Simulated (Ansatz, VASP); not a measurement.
# Si11B4O28 (boron-doped silica glass): VASP beside Ansatz

One calculation is typed for both programs; each brings its own data sets. How far apart do they land? The structure shown is the start of the Ansatz relaxation below; VASP solves that cell, so the two are compared at the walk's first step.

Calculated with Ansatz 0.2.0; plane waves, with VASP 6.6.1 beside it; single point at PBE.

## Step 1: The structure

The cell holds 43 atoms: 11 Si, 4 B and 28 O. Cell: a = 8.570 Å, b = 8.570 Å, c = 8.570 Å, α = 90.0°, β = 90.0°, γ = 90.0°. As first built, before any earlier steps moved the atoms (in the runner's words): kind boron-doped silica glass; units_of_the_quenched_model {'SiO2': 11, 'B2O3': 2}; melt_K 3000; rate_K_ps 100; atoms 43.

## Step 2: Ansatz: relaxation, PBE

Ansatz runs on its PAW soft_1 files.

The two programs are compared at the cell with which this relaxation starts, whose forces are those of its first step.

The input, input.yaml:

```yaml
crystal:
  lattice:
    - [8.5704, 0.0, 0.0]
    - [0.0, 8.5704, 0.0]
    - [0.0, 0.0, 8.5704]
  atoms:
    - { symbol: Si, position: [0.834272, 0.870745, 0.457265] }
    - { symbol: Si, position: [0.04785, 0.979529, 0.210752] }
    - { symbol: Si, position: [0.247297, 0.910834, 0.903704] }
    - { symbol: Si, position: [0.415475, 0.546266, 0.139799] }
    - { symbol: Si, position: [0.307763, 0.01417, 0.453293] }
    - { symbol: Si, position: [0.526748, 0.199023, 0.234577] }
    - { symbol: Si, position: [0.185878, 0.467, 0.863215] }
    - { symbol: Si, position: [0.586054, 0.733321, 0.902367] }
    - { symbol: Si, position: [0.701139, 0.194319, 0.574429] }
    - { symbol: Si, position: [0.681915, 0.079584, 0.904195] }
    - { symbol: Si, position: [0.483288, 0.714502, 0.448651] }
    - { symbol: B, position: [0.634799, 0.512963, 0.642981] }
    - { symbol: B, position: [0.973031, 0.220374, 0.99037] }
    - { symbol: B, position: [0.324367, 0.198386, 0.742872] }
    - { symbol: B, position: [0.054056, 0.736288, 0.68926] }
    - { symbol: O, position: [0.443695, 0.367436, 0.199379] }
    - { symbol: O, position: [0.724685, 0.378487, 0.628091] }
    - { symbol: O, position: [0.135319, 0.99802, 0.37934] }
    - { symbol: O, position: [0.408714, 0.062132, 0.297298] }
    - { symbol: O, position: [0.29693, 0.091811, 0.863749] }
    - { symbol: O, position: [0.818098, 0.043817, 0.541439] }
    - { symbol: O, position: [0.516736, 0.54821, 0.536104] }
    - { symbol: O, position: [0.272437, 0.546851, 0.013739] }
    - { symbol: O, position: [0.117438, 0.862004, 0.771894] }
    - { symbol: O, position: [0.570542, 0.613112, 0.049025] }
    - { symbol: O, position: [0.948736, 0.762317, 0.56765] }
    - { symbol: O, position: [0.692127, 0.889947, 0.916609] }
    - { symbol: O, position: [0.650912, 0.623545, 0.761047] }
    - { symbol: O, position: [0.399217, 0.667911, 0.284661] }
    - { symbol: O, position: [0.633259, 0.216201, 0.394128] }
    - { symbol: O, position: [0.003897, 0.148887, 0.133298] }
    - { symbol: O, position: [0.319159, 0.146059, 0.588789] }
    - { symbol: O, position: [0.370661, 0.84842, 0.524229] }
    - { symbol: O, position: [0.892084, 0.888306, 0.274146] }
    - { symbol: O, position: [0.604321, 0.144426, 0.067474] }
    - { symbol: O, position: [0.318597, 0.357515, 0.77756] }
    - { symbol: O, position: [0.856856, 0.154136, 0.89832] }
    - { symbol: O, position: [0.159977, 0.901995, 0.074945] }
    - { symbol: O, position: [0.408022, 0.807866, 0.88381] }
    - { symbol: O, position: [0.605235, 0.129512, 0.733859] }
    - { symbol: O, position: [0.05668, 0.347351, 0.935386] }
    - { symbol: O, position: [0.1044, 0.589859, 0.741697] }
    - { symbol: O, position: [0.657403, 0.795954, 0.445155] }
  symmetry: { detect: false }
kpoints:
  mp_grid: { grid: [2, 2, 2] }
scf:
  occupations: { method: fermi_dirac, width: 0.05 }
hamiltonian:
  xc: pbe
  pseudopotentials: { kind: paw, azcp: { folder: soft_1 } }
output:
  forces: true
  stress: true
relax:
  f_tol: 0.04
  max_steps: 100
  escape_saddle: false
  cell: { stress_tol: 0.4, fix: [] }
```

Command:

```console
$ ansatz run input.yaml --threads 5 --pin off --max-ram 12800MiB --backend cpu --events-out ev --progress --plain --runs-dir out
```

Numbers of over 12 decimals in the logs are rounded to 6 here.

The log of the run:

```text
Engine: ansatz 0.2.0, x86_64-unknown-linux-gnu
Pseudopotentials: kind: paw
Pseudopotential: Si, paw, valence charge 4, recommended cutoff 420 eV (normal), soft_1/Si.paw.azcp
Pseudopotential: B, paw, valence charge 3, recommended cutoff 420 eV (normal), soft_1/B.paw.azcp
Pseudopotential: O, paw, valence charge 6, recommended cutoff 420 eV (normal), soft_1/O.paw.azcp
Functional definition: PBE
  parameter kappa = 0.804
  parameter beta = 0.066725
  exchange = pbe_x(kappa = kappa, mu = beta*pi^2/3)
  correlation = pbe_c(beta = beta)
Crystal: 43 atoms, lattice volume = 629.511 Å³
Basis set: ecut = 420 eV, 12293 PW (Γ), exchange–correlation on 120×120×120 points (8 copies of the dense FFT grid, shifted against one another)
Bands: 155, of which v1, the nominal top of the filled ones, is band 112 counted from 1 (111 counted from 0)
Symmetry: 1 space group operations
k-points: 8
Non-local potential: Si, projectors of the file, l = 0: 2, l = 1: 2, l = 2: 1
Non-local potential: B, projectors of the file, l = 0: 2, l = 1: 2, l = 2: 1
Non-local potential: O, projectors of the file, l = 0: 2, l = 1: 2, l = 2: 1
PAW form: soft (Blöchl's): semilocal exchange-correlation on the pseudo side does not see the compensation charge
PAW one-centre angular grid: Si, 110 points (default); XC on 64 Gauss nodes
PAW one-centre angular grid: B, 110 points (default); XC on 64 Gauss nodes
PAW one-centre angular grid: O, 110 points (default); XC on 64 Gauss nodes
Initial density: superposition of atomic densities (chi_scale 0.1, normalization cell, long waves kept (reshape's long-wave potential 0.06 eV rms))
Initial wavefunctions: pseudopotential atomic-orbital guess
Functional: x = pbe(κ = 0.804, μ = 0.219515), c = pbe(β = 0.066725)
SCF iter   1: F=—  HF=-23569.982155 eV  |F-HF|=—  |Δ(HF+E_count)|=         —  Δρ=1.18e-1  dr2=8.06e1  ethr=3.10e-3  ⟨swp⟩=6.0  Hψ=5583  notcnv=0  defer=126
preconditioner: auto → Resta (q_TF=auto, 2.297 Å⁻¹)  ε∞=2.6  [insulator: Δε(μ)=6.686 eV  Ē_g=17.419 eV  σ=0.050 eV  W_gap=1.00  n_scr=122 (ndim 8)  ℏωp=22.2 eV  f_vac=0.163  D(μ)=0.00/eV (n_scr^D=0)  ε∞_Penn≈2.6]
SCF iter   2: F=—  HF=-23548.110089 eV  |F-HF|=—  |Δ(HF+E_count)|=    2.19e1  Δρ=4.13e-2  dr2=4.69e0  ethr=3.10e-3  ⟨swp⟩=3.6  Hψ=3077  notcnv=0  defer=280
SCF iter   3: F=—  HF=-23547.626055 eV  |F-HF|=—  |Δ(HF+E_count)|=   4.84e-1  Δρ=1.97e-2  dr2=1.49e0  ethr=2.09e-3  ⟨swp⟩=2.2  Hψ=1084  notcnv=0  defer=280
SCF iter   4: F=—  HF=-23547.613566 eV  |F-HF|=—  |Δ(HF+E_count)|=   1.25e-2  Δρ=2.59e-3  dr2=3.98e-2  ethr=6.65e-4  ⟨swp⟩=4.1  Hψ=1975  notcnv=0  defer=280
SCF iter   5: F=—  HF=-23547.620886 eV  |F-HF|=—  |Δ(HF+E_count)|=   7.32e-3  Δρ=1.36e-3  dr2=1.02e-2  ethr=1.78e-5  ⟨swp⟩=2.4  Hψ=2240  notcnv=0  defer=279
SCF iter   6: F=—  HF=-23547.623034 eV  |F-HF|=—  |Δ(HF+E_count)|=   2.15e-3  Δρ=4.19e-4  dr2=1.58e-3  ethr=4.56e-6  ⟨swp⟩=2.0  Hψ=1816  notcnv=0  defer=279
SCF iter   7: F=—  HF=-23547.623279 eV  |F-HF|=—  |Δ(HF+E_count)|=   2.45e-4  Δρ=1.26e-4  dr2=1.60e-4  ethr=7.06e-7  ⟨swp⟩=2.0  Hψ=1641  notcnv=0  defer=279
SCF iter   8: F=—  HF=-23547.623185 eV  |F-HF|=—  |Δ(HF+E_count)|=   9.40e-5  Δρ=1.09e-4  dr2=6.01e-5  ethr=7.14e-8  ⟨swp⟩=2.0  Hψ=1824  notcnv=0  defer=279
SCF iter   9: F=—  HF=-23547.622805 eV  |F-HF|=—  |Δ(HF+E_count)|=   3.79e-4  Δρ=2.14e-5  dr2=3.37e-6  ethr=2.68e-8  ⟨swp⟩=2.0  Hψ=1837  notcnv=0  defer=279
SCF iter  10: F=—  HF=-23547.622801 eV  |F-HF|=—  |Δ(HF+E_count)|=   4.69e-6  Δρ=6.79e-6  dr2=3.54e-7  ethr=1.50e-9  ⟨swp⟩=2.0  Hψ=1770  notcnv=0  defer=279
SCF iter  11: F=—  HF=-23547.622800 eV  |F-HF|=—  |Δ(HF+E_count)|=   3.86e-7  Δρ=5.74e-6  dr2=1.60e-7  ethr=4.46e-11  ⟨swp⟩=5.0  Hψ=4575  notcnv=0
SCF iter  12: F=-23547.622800 eV  HF=-23547.622800 eV  |F-HF|=1.46e-10  |Δ(HF+E_count)|=   5.95e-8  Δρ=1.22e-6  dr2=9.56e-9  ethr=4.46e-11  ⟨swp⟩=4.9  Hψ=3805  notcnv=0
SCF 1 converged in 12 iterations: F = -23547.622800 eV  dr2 = 9.56e-9
  greatest PAW one-centre occupation: 0.861 electrons in one spin orbital (limit 2), on the O atom at site 17 (counted from 0), in its partial waves of l = 0
relax step   1: F+E_penalty+E_count = -23547.62280023 eV  Δ(F+E_penalty+E_count) = +0.000e0 eV  max|allowed force component| = 1.324e0 eV/Å  Δτ_max = 0.0000 Å  P = -3.970 GPa  Ω = 629.511 Å³  (12 SCF iters, dr2 threshold 1.00e-7 eV, accepted)
Crystal: 43 atoms, lattice volume = 623.228 Å³
Basis set: ecut = 420 eV, 12169 PW (Γ), exchange–correlation on 120×120×120 points (8 copies of the dense FFT grid, shifted against one another)
Initial density: handed on by an earlier stage of this run
Initial wavefunctions: those handed on with the density
iter 1 solved again at ethr=1.97e-4 eV; its pass at ethr=3.10e-3 eV (dr2=4.42e-1 eV) is discarded
SCF iter   1: F=—  HF=-23548.642175 eV  |F-HF|=—  |Δ(HF+E_count)|=         —  Δρ=1.05e-2  dr2=4.47e-1  ethr=1.97e-4  ⟨swp⟩=4.2  Hψ=6858  notcnv=0
[...]
SCF iter   2: F=—  HF=-23549.564948 eV  |F-HF|=—  |Δ(HF+E_count)|=   7.29e-4  Δρ=2.04e-4  dr2=2.95e-5  ethr=5.10e-8  ⟨swp⟩=2.5  Hψ=1937  notcnv=0
SCF iter   3: F=—  HF=-23549.565217 eV  |F-HF|=—  |Δ(HF+E_count)|=   2.69e-4  Δρ=1.45e-5  dr2=8.23e-7  ethr=1.32e-8  ⟨swp⟩=2.0  Hψ=2147  notcnv=0
[...]
SCF converged after 5 iterations
Free energy (F): -23549.564897 eV
Harris-Foulkes:  -23549.564897 eV  (|F-HF|=1.63e-9)
Internal energy: -23549.564897 eV  (E = F + TS)
E sigma→0 (E₀):  -23549.564897 eV
Fermi energy:    3.825296 eV
--- Per-component energies (eV) ---
  E_band       = -1326.264869
  E_kinetic    = 5478.132883
  E_local      = -17467.432069  (includes V_loc(G=0)·N_el)
  E_nonlocal   = 1739.293451
  E_hartree    = 6724.029923
  E_xc         = -2762.115462
  E_vxc        = -3244.714615  (∫ρ·V_xc dr)
  E_paw        = -10526.122700  (= ΣΔE_a)
  E_vpaw       = -1279.629177  (= ΣTr[D̂ρ^β])
  E_aug_tail   = 0.022978  (compensation charges beyond the density's cutoff)
  E_ewald      = -6735.373902
  E_smearing   = -0.000000  (= −TS)
  E_closure    = 0.000000  (closes the sum)
  Σ components = -23549.564897   (vs F -23549.564897, Δ=0.00e0)
--- Forces (eV/Å), atoms counted from 1 ---
  atom   1  Si    -0.00815459    -0.00469370     0.00577080
  atom   2  Si    -0.00443452    -0.00633198     0.00255139
  atom   3  Si     0.00165330     0.00138138    -0.00425853
  atom   4  Si     0.00484725     0.00066729    -0.00674613
  atom   5  Si    -0.00121491    -0.00229683     0.01021949
  atom   6  Si     0.00510183    -0.00259420    -0.00516254
  atom   7  Si    -0.00992232     0.00717976    -0.00063872
  atom   8  Si     0.00022206    -0.00052509    -0.00819185
  atom   9  Si     0.00321268    -0.00742909     0.00191638
  atom  10  Si     0.00774170     0.00091465    -0.00151722
  atom  11  Si     0.00739889     0.01114405     0.00700577
  atom  12  B      0.00059742     0.00276934    -0.00027254
  atom  13  B     -0.00250911     0.00817691    -0.00537304
  atom  14  B      0.00013254    -0.00687642     0.00023606
  atom  15  B     -0.00871109    -0.00050843     0.00066087
  atom  16  O      0.00131848    -0.00154937     0.00218572
  atom  17  O     -0.00599637    -0.00398347    -0.00218882
  atom  18  O      0.00533475     0.00122692     0.00243101
  atom  19  O     -0.00223184     0.00038328    -0.00103733
  atom  20  O     -0.00203350     0.00029696     0.00078489
  atom  21  O     -0.00183548     0.00151448     0.00181481
  atom  22  O     -0.00003042     0.00383454     0.00119900
  atom  23  O      0.00553342    -0.00367173     0.00382210
  atom  24  O      0.00892443     0.00520152    -0.00098457
[...]
atom  36  O      0.00291099     0.00178413    -0.00258092
  atom  37  O      0.00482164    -0.00105328     0.00650444
  atom  38  O      0.00423857    -0.00093052     0.00176096
  atom  39  O     -0.00016151     0.00061832     0.00136897
  atom  40  O     -0.00136454    -0.00101681     0.00059608
  atom  41  O      0.00338059     0.00033240     0.00016116
  atom  42  O     -0.00313658     0.00071952    -0.00032322
  atom  43  O     -0.00218028     0.00036361    -0.00095943
  max |Σ_I F_I| component: 1.55e-5 eV/Å
--- Stress (GPa, compression-positive) ---
        0.291848       0.131305      -0.055742
        0.131303      -0.090137      -0.049354
       -0.055741      -0.049360      -0.145845
  P = ⅓ Tr σ = 0.0186 GPa (0.186 kbar)
--- Relaxed structure (8 steps of the walk, 8 accepted, 1 SCFs on fresh bases) ---
  F+E_penalty+E_count = -23549.56489674 eV   max|allowed force component| = 1.114e-2 eV/Å   (the final SCF, on the basis selected at the relaxed cell)
  cell:  # Å, volume = 606.1014 Å³
    - [8.940059, 0.221988, -0.097754]
    - [0.221988, 8.318741, -0.097494]
    - [-0.097754, -0.097494, 8.157365]
  atoms:
    - { symbol: Si, position: [0.845991, 0.879564, 0.439162] }
    - { symbol: Si, position: [0.071923, 0.969177, 0.208552] }
    - { symbol: Si, position: [0.242549, 0.907032, 0.880325] }
    - { symbol: Si, position: [0.406477, 0.545183, 0.128314] }
    - { symbol: Si, position: [0.325168, 0.00721545, 0.444270] }
    - { symbol: Si, position: [0.516647, 0.204266, 0.249527] }
    - { symbol: Si, position: [0.136000, 0.468395, 0.889003] }
    - { symbol: Si, position: [0.574854, 0.730400, 0.897966] }
    - { symbol: Si, position: [0.707663, 0.192971, 0.590110] }
    - { symbol: Si, position: [0.699257, 0.070177, 0.936368] }
    - { symbol: Si, position: [0.525032, 0.727002, 0.423028] }
    - { symbol: B, position: [0.663171, 0.520923, 0.632906] }
    - { symbol: B, position: [0.975035, 0.215088, 1.024727] }
    - { symbol: B, position: [0.271076, 0.202813, 0.731550] }
    - { symbol: B, position: [0.037509, 0.736806, 0.689045] }
    - { symbol: O, position: [0.425243, 0.372370, 0.213790] }
    - { symbol: O, position: [0.748192, 0.378240, 0.645984] }
    - { symbol: O, position: [0.163939, 0.949164, 0.381242] }
    - { symbol: O, position: [0.400342, 0.063366, 0.274567] }
    - { symbol: O, position: [0.264967, 0.099760, 0.860641] }
    - { symbol: O, position: [0.839118, 0.057507, 0.535802] }
    - { symbol: O, position: [0.568635, 0.550206, 0.499898] }
    - { symbol: O, position: [0.246020, 0.549490, 0.027816] }
    - { symbol: O, position: [0.132778, 0.857397, 0.726258] }
    - { symbol: O, position: [0.551829, 0.577774, 0.016641] }
    - { symbol: O, position: [0.936749, 0.750954, 0.559086] }
    - { symbol: O, position: [0.679715, 0.877142, 0.957622] }
    - { symbol: O, position: [0.668113, 0.643647, 0.748522] }
    - { symbol: O, position: [0.413088, 0.689446, 0.267199] }
    - { symbol: O, position: [0.605599, 0.212972, 0.424531] }
    - { symbol: O, position: [0.043013, 0.160713, 0.166951] }
    - { symbol: O, position: [0.305371, 0.156078, 0.574795] }
    - { symbol: O, position: [0.424756, 0.860347, 0.529924] }
    - { symbol: O, position: [0.916316, 0.888479, 0.255549] }
    - { symbol: O, position: [0.619591, 0.163805, 0.091039] }
    - { symbol: O, position: [0.242157, 0.363900, 0.760420] }
    - { symbol: O, position: [0.873629, 0.120299, 0.941217] }
    - { symbol: O, position: [0.157458, 0.882844, 0.052562] }
    - { symbol: O, position: [0.403989, 0.808422, 0.870203] }
    - { symbol: O, position: [0.629561, 0.123427, 0.754790] }
    - { symbol: O, position: [0.00963674, 0.360112, 0.965260] }
    - { symbol: O, position: [0.040702, 0.601390, 0.781172] }
    - { symbol: O, position: [0.681210, 0.813126, 0.392214] }
```

[end of part 1 of 2]

[Lines on the potential files, build, host, timing and source positions are cut from VASP's logs without a mark.]

[Logs are printed without paths, hosts, clocks, repeated set-up lines and the standing remarks that a program may print on its own settings, such as how far it seeks lower states.]

[Hosts, paths, dates, database ids (printed as entryN), source tags and the programs' standing remarks are cut or masked in the printed files.]
